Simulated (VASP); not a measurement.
Wanted: the native input for a VASP 6.6.1 run.

```
Task                               : single point
Functional                         : HSE(alpha, omega)
Potentials or basis                : VASP PAW PBE potentials, release 64 (Si, F)
Cutoff                             : 520 eV
k mesh                             : 5 × 5 × 5
Occupations                        : fermi-dirac, width 0.05 eV
Spin                               : no spin polarisation
Screening parameter                : 0.15
Grid for exact exchange (PRECFOCK) : Fast
Further INCAR settings             : ALGO = Normal; EDIFF = 1e-07; NBANDS = 12
```

SiF:

```
Si F
1.0
     3.02860    0.00000    0.00000
     0.00000    3.02860    0.00000
     0.00000    0.00000    3.02860
Si F
1 1
Direct
  0.50000 0.50000 0.50000
  0.00000 0.00000 0.00000
```

The cell was built by a generator and needn't be a form met in nature.

One way to write it, as run:

POSCAR

```
SiF
1.0
    3.0286000000      0.0000000000      0.0000000000
    0.0000000000      3.0286000000      0.0000000000
    0.0000000000      0.0000000000      3.0286000000
Si F
1 1
Direct
    0.5000000000      0.5000000000      0.5000000000
    0.0000000000      0.0000000000      0.0000000000
```

INCAR.step1

```
SYSTEM = SiF
PREC = Accurate ; ENCUT = 520
EDIFF = 1E-5 ; ISMEAR = -1
SIGMA = 0.05 ; LREAL = .False.
LASPH = .True. ; NELM = 100
ALGO = Normal ; ISIF = 2
LWAVE = .True. ; LCHARG = .False.
NBANDS = 12 ; GGA = PE
```

INCAR.step2

```
SYSTEM = SiF
PREC = Accurate ; ENCUT = 520
EDIFF = 1E-7 ; ISMEAR = -1
SIGMA = 0.05 ; LREAL = .False.
LASPH = .True. ; NELM = 100
ALGO = Normal ; ISIF = 2
LWAVE = .False. ; LCHARG = .False.
GGA = PE ; LHFCALC = .True.
HFSCREEN = 0.15 ; AEXX = 0.25
PRECFOCK = Fast ; NBANDS = 12
ISTART = 1
```

KPOINTS

```
regular mesh
0
Gamma
  5 5 5
  0 0 0
```

Potentials or basis: VASP PAW PBE potentials, release 64 (Si, F).

Command:

```bash
$ cat potpaw_PBE.64/Si/POTCAR potpaw_PBE.64/F/POTCAR > POTCAR
$ cp INCAR.step1 INCAR
$ mpirun -np 1 vasp_std > vasp.out
$ cp INCAR.step2 INCAR
$ mpirun -np 1 vasp_std > vasp.out
```

It gave:

```yaml
Pressure: -2.1 GPa
Band_gap_on_the_k_mesh: none (metal or under the smearing width)
```

Caveat: the k mesh is coarse (spacing up to 0.41 Å⁻¹), so the values aren't converged, least of all with exact exchange; the PAW data sets were made with another functional, which shifts forces and pressure a little; an odd number of electrons without spin polarisation forces a metal; a magnetic or distorted state may lie lower.

Run time: 68 s on 1 thread of AMD EPYC 9R45 96-Core Processor (Zen 5) (shared host), peak memory 0.2 GiB.
